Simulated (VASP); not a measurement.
Bi$_{2}$Ni$_{3}$S$_{2}$ (space group R-3m): computed properties

All values below come from PBEsol GGA, VASP's PBE PAW potentials (set 64) (plane waves; VASP 6.6.1).

For Bi₂Ni₃S₂, the space group is R-3m (166). The cell comes out as a = b = 5.6779 Å, c = 13.0210 Å, α = β = 90.00°, γ = 120.00°. The volume per atom comes out as 17.31 Å³/atom. The band gap (over mesh and band path) comes out as none (metal, semimetal or under 0.01 eV) and the density is 9.02 g/cm³.

```
Bi2Ni3S2
1.0
    2.83895     1.63907     4.34034
   -2.83895     1.63907     4.34034
    0.00000    -3.27814     4.34034
Ni Bi S
3 2 2
Direct
  0.00000   0.00000   0.50000
  0.50000   0.00000   0.00000
  0.00000   0.50000   0.00000
  0.50000   0.50000   0.50000
  0.00000   0.00000   0.00000
  0.72530   0.72530   0.72530
  0.27470   0.27470   0.27470
```

Unless said otherwise, spin-orbit coupling is left out, though it shifts the bands of the heavy elements here.

The structure comes from a computed database's Bi2Ni3S2 entry (R-3m); how it stands against other phases isn't given here. It was relaxed first, which changed the volume by -6 %. Symmetry was kept, so distortions that lower it aren't found. The run is not spin-polarised, so no magnetic state was tried.
